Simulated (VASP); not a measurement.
All values below come from r2SCAN meta-GGA, VASP's PBE PAW potentials (set 64) (plane waves; VASP).

Input for VASP

**INCAR**
```
SYSTEM = Tc
PREC = Accurate
ENCUT = 400
EDIFF = 1E-7
NELM = 100
ALGO = Normal
LREAL = .FALSE.
LASPH = .TRUE.
ISMEAR = -5
METAGGA = R2SCAN
LMIXTAU = .TRUE.
LMAXMIX = 4
LWAVE = .FALSE.
LCHARG = .FALSE.
LORBIT = 11
NEDOS = 601
ISIF = 2
```

KPOINTS:
```
Automatic mesh
0
Gamma
  17 17 9
0 0 0
```

KPOINTS_OPT:
```
k-points along high-symmetry lines
6
Line-mode
Reciprocal
  0.000000   0.000000   0.000000 ! GAMMA
 -0.000000   0.500000   0.000000 ! M

 -0.000000   0.500000   0.000000 ! M
 -0.333333   0.666667   0.000000 ! K

 -0.333333   0.666667   0.000000 ! K
  0.000000   0.000000   0.000000 ! GAMMA

  0.000000   0.000000   0.000000 ! GAMMA
  0.000000   0.000000   0.500000 ! A

  0.000000   0.000000   0.500000 ! A
 -0.000000   0.500000   0.500000 ! L

 -0.000000   0.500000   0.500000 ! L
 -0.333333   0.666667   0.500000 ! H

 -0.333333   0.666667   0.500000 ! H
  0.000000   0.000000   0.500000 ! A

 -0.000000   0.500000   0.500000 ! L
 -0.000000   0.500000   0.000000 ! M

 -0.333333   0.666667   0.500000 ! H
 -0.333333   0.666667   0.000000 ! K
```

POSCAR:
```
Tc
1.0
  1.3663218689  -2.3665392869   0.0000000000
  1.3663218689   2.3665392869   0.0000000000
  0.0000000000   0.0000000000   4.3855211597
Tc
2
Cartesian
  1.3663218689   0.7888480067   1.0963802899
  1.3663218689  -0.7888480067   3.2891408698
```

POTCAR, in this order: Tc_pv (PBE.64 set). Program: vasp_std.

What VASP printed:

File OSZICAR:
```
       N       E                     dE             d eps       ncg     rms          rms(c)
DAV:   1     0.247359274259E+03    0.24736E+03   -0.15021E+04  5698   0.135E+03
DAV:   2    -0.572135518871E+02   -0.30457E+03   -0.30190E+03  6234   0.430E+02
DAV:   3    -0.644505978203E+02   -0.72370E+01   -0.71110E+01  6683   0.787E+01
DAV:   4    -0.645161397118E+02   -0.65542E-01   -0.65162E-01  6274   0.731E+00
DAV:   5    -0.645167697231E+02   -0.63001E-03   -0.62593E-03  6187   0.684E-01    0.296E+01
DAV:   6    -0.529809588775E+02    0.11536E+02   -0.11448E+01  5762   0.398E+01    0.385E+00
DAV:   7    -0.507985448852E+02    0.21824E+01   -0.14012E+00  6138   0.852E+00    0.994E-01
DAV:   8    -0.518480345229E+02   -0.10495E+01   -0.12449E+00  5830   0.752E+00    0.192E+00
DAV:   9    -0.519112757621E+02   -0.63241E-01   -0.35459E-02  5850   0.198E+00    0.571E-01
DAV:  10    -0.519328213156E+02   -0.21546E-01   -0.36242E-02  5614   0.220E+00    0.447E-01
DAV:  11    -0.519321772690E+02    0.64405E-03   -0.60336E-04  6413   0.221E-01    0.368E-01
DAV:  12    -0.519306900169E+02    0.14873E-02   -0.91024E-03  5674   0.978E-01    0.602E-02
DAV:  13    -0.519313393071E+02   -0.64929E-03   -0.53150E-04  5931   0.181E-01    0.365E-02
DAV:  14    -0.519313377499E+02    0.15572E-05   -0.48742E-05  5853   0.516E-02    0.389E-02
DAV:  15    -0.519315570837E+02   -0.21933E-03   -0.64361E-06  5740   0.292E-02    0.498E-02
DAV:  16    -0.519314855862E+02    0.71497E-04   -0.32845E-05  5616   0.643E-02    0.245E-02
DAV:  17    -0.519315412276E+02   -0.55641E-04   -0.26284E-05  5998   0.530E-02    0.244E-03
DAV:  18    -0.519315330768E+02    0.81507E-05   -0.16410E-06  6216   0.120E-02    0.331E-03
DAV:  19    -0.519315458504E+02   -0.12774E-04   -0.19474E-07  3317   0.494E-03    0.150E-03
DAV:  20    -0.519315381292E+02    0.77212E-05   -0.90409E-09  2815   0.938E-04    0.115E-03
DAV:  21    -0.519315410948E+02   -0.29655E-05   -0.37189E-08  2817   0.197E-03    0.257E-04
DAV:  22    -0.519315400718E+02    0.10229E-05   -0.25876E-09  2815   0.436E-04    0.178E-04
DAV:  23    -0.519315398126E+02    0.25927E-06   -0.93049E-10  2814   0.263E-04    0.521E-05
DAV:  24    -0.519315397918E+02    0.20764E-07   -0.24779E-10  2813   0.110E-04
   1 F= -.51931540E+02 E0= -.51931540E+02  d E =0.000000E+00
       N       E                     dE             ncg
```

**OUTCAR**
```
------------------------ aborting loop because EDIFF is reached ----------------------------------------
  FORCE on cell =-STRESS in cart. coord.  units (eV):
  Direction    XX          YY          ZZ          XY          YZ          ZX
  --------------------------------------------------------------------------------------
  Total        0.0865298      0.0865299     -0.0159933      0.0000000     -0.0000000     -0.0000000
  in kB        4.8883083      4.8883099     -0.9035042      0.0000000     -0.0000000     -0.0000000
  external PRESSURE =       2.9577046 kB  Pullay stress =       0.0000000 kB
  volume of cell :       28.36
      direct lattice vectors                 reciprocal lattice vectors
     1.366321869 -2.366539287  0.000000000     0.365945983 -0.211278977  0.000000000
     1.366321869  2.366539287  0.000000000     0.365945983  0.211278977  0.000000000
     0.000000000  0.000000000  4.385521160     0.000000000  0.000000000  0.228023070
 POSITION                                       TOTAL-FORCE (eV/Angst)
 -----------------------------------------------------------------------------------
      1.36632      0.78885      1.09638        -0.000000     -0.000000      0.000000
      1.36632     -0.78885      3.28914         0.000000      0.000000      0.000000
 -----------------------------------------------------------------------------------
    total drift:                               -0.000000      0.000615     -0.000043
  FREE ENERGIE OF THE ION-ELECTRON SYSTEM (eV)
  ---------------------------------------------------
  free  energy   TOTEN  =       -51.9315397918 eV

  energy  without entropy=      -51.9315397918  energy(sigma->0) =      -51.93153979

 total charge

# of ion       s       p       d       tot
------------------------------------------
    1        0.482   6.509   5.112  12.103
    2        0.482   6.509   5.112  12.103
--------------------------------------------------
tot          0.964  13.018  10.224  24.206
```
(Selected blocks of OUTCAR.)

For a metal the tetrahedron method with Blöchl corrections gives inexact stress and forces.

The compound is Tc in the hcp structure. It was relaxed first.
